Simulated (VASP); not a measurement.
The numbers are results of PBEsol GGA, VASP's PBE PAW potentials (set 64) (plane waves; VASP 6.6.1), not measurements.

Input for VASP

### INCAR
```
# general
SYSTEM =W
PREC   =Accurate
ENCUT  =400
LREAL  =F
LASPH  =T

# electronic loop
EDIFF  =1E-6
NELM   =100
ALGO   =Normal
LMAXMIX=6

# smearing
ISMEAR =1
SIGMA  =0.1

# functional
GGA    =PS

# ions
ISIF   =2

# output
LWAVE  =F
LCHARG =F
```

**KPOINTS**
```
Automatic mesh
0
Gamma
10 10 10
0 0 0
```

POSCAR:
```
W
4.0990540
  0.0000000000   0.7071068105   0.7071068105
  0.7071068105   0.0000000000   0.7071068105
  0.7071068105   0.7071068105   0.0000000000
W
2
Direct
  0.7500000000   0.7500000000   0.7500000000
  0.5000000000   0.5000000000   0.5000000000
```

POTCAR, in this order: W_sv (PBE.64 set). Program: vasp_std.

Unless said otherwise, spin-orbit coupling is left out, though it shifts the bands of the heavy elements here.

Task: Predict the energy per atom (σ→0), pressure, band gap (on the k-mesh).

Result: 
| Property | Value |
|---|---|
| energy per atom (σ→0) | -10.968 eV/atom |
| band gap (on the k-mesh) | none (metal, semimetal or under 0.01 eV) |
| pressure | -2.15 GPa |

### OSZICAR
```
...
DAV:   5    -0.224002599361E+02   -0.32005E-02   -0.32000E-02  2002   0.150E+00    0.211E+01
DAV:   6    -0.220440931693E+02    0.35617E+00   -0.59885E-01  2080   0.722E+00    0.966E+00
DAV:   7    -0.219444406873E+02    0.99652E-01   -0.22321E-01  2090   0.473E+00    0.891E-01
DAV:   8    -0.219374775342E+02    0.69632E-02   -0.28730E-02  1822   0.130E+00    0.910E-02
DAV:   9    -0.219374003246E+02    0.77210E-04   -0.81919E-04  1926   0.238E-01    0.913E-02
DAV:  10    -0.219374087526E+02   -0.84280E-05   -0.51848E-05  2088   0.693E-02    0.448E-03
DAV:  11    -0.219374082554E+02    0.49726E-06   -0.21000E-06  1376   0.111E-02
   1 F= -.21937408E+02 E0= -.21936826E+02  d E =-.174745E-02
```

The structure was generated: W was put into the diamond type (Fd-3m), which need not be its known phase. The cell was not relaxed at this level. The run is one of a series of settings (GGA = PS against the base run), some of them coarse on purpose.
